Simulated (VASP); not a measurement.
Data:

```
BeS
1.0
    0.00000     2.42031     2.42031
    2.42031     0.00000     2.42031
    2.42031     2.42031     0.00000
Be S
1 1
Direct
  0.00000   0.00000   0.00000
  0.25000   0.25000   0.25000
```

Calculation: PBEsol GGA, VASP's PBE PAW potentials (set 64) (plane waves; VASP). Settings: 520 eV cut-off, 9×9×9 Γ-centred mesh, Gaussian smearing of 0.050 eV, potentials Be S.

**Question.** The job: BeS (zinc blende), 2 atoms, PBEsol, static run, 520 eV, 9×9×9 Γ-centred mesh. Roughly how much core time does it take on a busy server core?

**Answer.** About 7 core-seconds (one run on a shared machine, a rough figure). It had 35 irreducible k-points, 8 bands, up to 775 plane waves and 12 electronic steps.

The compound is BeS in the zinc blende structure. It was relaxed first.
